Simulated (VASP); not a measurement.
Wanted: the native input for a VASP 6.6.1 run.

```
Task                   : single point
Functional             : PBE
Potentials or basis    : VASP PAW PBE potentials, release 64 (Bi_d, Cl)
Cutoff                 : 520 eV
k mesh                 : 8 × 8 × 8
Occupations            : fermi-dirac, width 0.1 eV
Spin                   : no spin polarisation
Dipole correction      : no
Further INCAR settings : ALGO = Normal; EDIFF = 1e-06; NBANDS = 18
```

The structure of BiCl lies in POSCAR:

```
BiCl
1.0
    4.0276560000      0.0000000000      0.0000000000
    0.0000000000      4.0276560000      0.0000000000
    0.0000000000      0.0000000000      4.0276560000
Bi Cl
1 1
Direct
    0.0000000000      0.0000000000      0.0000000000
    0.5000000000      0.5000000000      0.5000000000
```

The cell was built by a generator and needn't be a form met in nature.

One way to write it, as run:

INCAR

```
SYSTEM = BiCl
ALGO = Normal
EDIFF = 1E-6
ENCUT = 520
GGA = PE
ISIF = 2
ISMEAR = -1
LASPH = .True.
LCHARG = .False.
LREAL = .False.
LWAVE = .False.
NBANDS = 18
NELM = 100
PREC = Accurate
SIGMA = 0.1
```

KPOINTS

```
k-points
0
Gamma
  8 8 8
  0 0 0
```

Potentials or basis: VASP PAW PBE potentials, release 64 (Bi_d, Cl).

The run is started by

```console
$ cat potpaw_PBE.64/Bi_d/POTCAR potpaw_PBE.64/Cl/POTCAR > POTCAR
$ mpirun -np 1 vasp_std > vasp.out
```

Results of the run:

The pressure is -5.7 GPa and the band gap on the k mesh is none (metal or under the smearing width).

Caveat: spin-orbit coupling is left out, which moves the levels of the heavy elements.

It took 41 s on 1 thread of Intel(R) Xeon(R) Platinum 8488C (Sapphire Rapids), on a shared host, peak memory 0.18 GiB.
